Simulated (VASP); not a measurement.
BiSbS4:

```
Sb Bi S
1.0
     3.70690    0.00000    0.00000
    -1.85345    3.21027    0.00000
     0.00000    0.00000   14.03266
Sb Bi S
1 1 4
Direct
  0.00000 0.00000 0.00000
  0.00000 0.00000 0.50000
  0.33333 0.66667 0.87803
  0.33333 0.66667 0.37132
  0.66667 0.33333 0.62868
  0.66667 0.33333 0.12197
```

The cell was built by a generator and needn't be a form met in nature.

```yaml
Program: VASP 6.6.1
Task: relaxation of cell and atoms
Functional: PBE
Potentials_or_basis: VASP PAW PBE potentials, release 64 (Sb, Bi_d, S)
Cutoff: 520 eV
k_mesh: 4 × 4 × 1
Occupations: gaussian, width 0.15 eV
Spin: no spin polarisation
```

At the start: pressure -1.9 GPa; volume 27.83 Å³/atom.

Q: Where does the relaxation end?

A: Over 7 steps the energy falls by 96.3 meV/atom and the volume is 27.49 Å³/atom (-1.2 %); space group P-3m1 (No. 164, to 0.05 Å).

The path:
| step | energy change (eV) | largest force (eV/Å) | pressure (GPa) | volume (Å³) |
| --- | --- | --- | --- | --- |
| 1 | 0.0000 | 1.2560 | -1.86 | 166.99 |
| 2 | -0.4774 | 0.2098 | 2.22 | 158.92 |
| 3 | -0.4803 | 0.3250 | 2.61 | 158.19 |
| 4 | -0.5752 | 0.1081 | -0.53 | 166.42 |
| 5 | -0.5765 | 0.0918 | -0.27 | 165.56 |
| 6 | -0.5764 | 0.1093 | -0.16 | 165.33 |
| 7 | -0.5779 | 0.0660 | -0.07 | 164.94 |

Final structure:
```xyz
6
Lattice="3.8577 0.0000 0.0000 -1.9288 3.3408 0.0000 0.0000 0.0000 12.7984" Properties=species:S:1:pos:R:3 pbc="T T T"
Sb   -1.9288    3.3408    0.0000
Bi   -1.9288    3.3408    6.3992
S     0.0000    2.2272   11.3163
S     0.0000    2.2272    4.7947
S     1.9288    1.1136    8.0037
S     1.9288    1.1136    1.4822
```

Caveat: the k mesh is coarse (spacing up to 0.49 Å⁻¹), so the values aren't converged; this functional lacks dispersion, which binds the layers, so the pressure and a relaxed spacing across them are unreliable.
